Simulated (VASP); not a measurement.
OSZICAR of a VASP run on KCl (rock salt):

File OSZICAR:
```
       N       E                     dE             d eps       ncg     rms          rms(c)
DAV:   1     0.105023935077E+03    0.10502E+03   -0.73210E+03   488   0.119E+03
DAV:   2    -0.359970472351E+00   -0.10538E+03   -0.97681E+02   584   0.277E+02
DAV:   3    -0.686504816567E+01   -0.65051E+01   -0.64747E+01   624   0.641E+01
DAV:   4    -0.709303648527E+01   -0.22799E+00   -0.22775E+00   860   0.110E+01
DAV:   5    -0.709442335751E+01   -0.13869E-02   -0.13868E-02   632   0.835E-01    0.333E+00
DAV:   6    -0.680441032924E+01    0.29001E+00   -0.54647E-01   596   0.408E+00    0.274E+00
DAV:   7    -0.678936965067E+01    0.15041E-01   -0.13775E-01   608   0.226E+00    0.158E+00
DAV:   8    -0.680197752215E+01   -0.12608E-01   -0.21231E-02   640   0.125E+00    0.191E-01
DAV:   9    -0.680272247703E+01   -0.74495E-03   -0.12641E-03   628   0.241E-01    0.105E-01
DAV:  10    -0.680341868881E+01   -0.69621E-03   -0.70556E-04   564   0.211E-01    0.133E-02
DAV:  11    -0.680343017448E+01   -0.11486E-04   -0.19852E-05   688   0.329E-02    0.666E-03
DAV:  12    -0.680343357869E+01   -0.34042E-05   -0.49823E-06   572   0.176E-02    0.265E-03
DAV:  13    -0.680343368358E+01   -0.10489E-06   -0.40714E-07   472   0.539E-03
   1 F= -.71919387E+01 E0= -.71919387E+01  d E =-.719194E+01
       N       E                     dE             d eps       ncg     rms          rms(c)
DAV:   1    -0.680484324990E+01   -0.14097E-02   -0.73948E-02   564   0.275E+00    0.376E-01
DAV:   2    -0.680210935861E+01    0.27339E-02   -0.66345E-03   604   0.745E-01    0.138E-01
DAV:   3    -0.680152293738E+01    0.58642E-03   -0.17857E-03   816   0.361E-01    0.103E-01
DAV:   4    -0.680154130865E+01   -0.18371E-04   -0.91984E-05   912   0.559E-02    0.504E-02
DAV:   5    -0.680156057327E+01   -0.19265E-04   -0.51094E-05   828   0.386E-02    0.789E-03
DAV:   6    -0.680155970782E+01    0.86545E-06   -0.15831E-06   544   0.133E-02
   2 F= -.71922591E+01 E0= -.71922591E+01  d E =-.320345E-03
       N       E                     dE             d eps       ncg     rms          rms(c)
DAV:   1    -0.680156902583E+01   -0.84526E-05   -0.28579E-02   576   0.171E+00    0.236E-01
DAV:   2    -0.680049545928E+01    0.10736E-02   -0.25822E-03   592   0.466E-01    0.881E-02
DAV:   3    -0.680026057593E+01    0.23488E-03   -0.69748E-04   808   0.226E-01    0.651E-02
DAV:   4    -0.680026895278E+01   -0.83769E-05   -0.35714E-05   896   0.349E-02    0.314E-02
DAV:   5    -0.680027805683E+01   -0.91041E-05   -0.20412E-05   832   0.243E-02    0.509E-03
DAV:   6    -0.680027765371E+01    0.40312E-06   -0.58183E-07   400   0.853E-03
   3 F= -.71923435E+01 E0= -.71923435E+01  d E =-.404789E-03
```

Which electronic solver shows in the log?

It is blocked Davidson (ALGO = Normal, or the opening steps of other solvers). The INCAR had ALGO = Normal.

Can the final energy be trusted as converged?

Self-consistency was reached. It stopped with EDIFF = 1E-6, NELM = 100, NSW = 60 and EDIFFG = -0.01 after 3 ionic steps (PBE GGA with D3 dispersion (Becke-Johnson damping), plane waves, VASP's PBE PAW potentials (set 64)).

The compound is KCl in the rock salt structure. This run relaxes it. Symmetry was kept, so distortions that lower it aren't found.
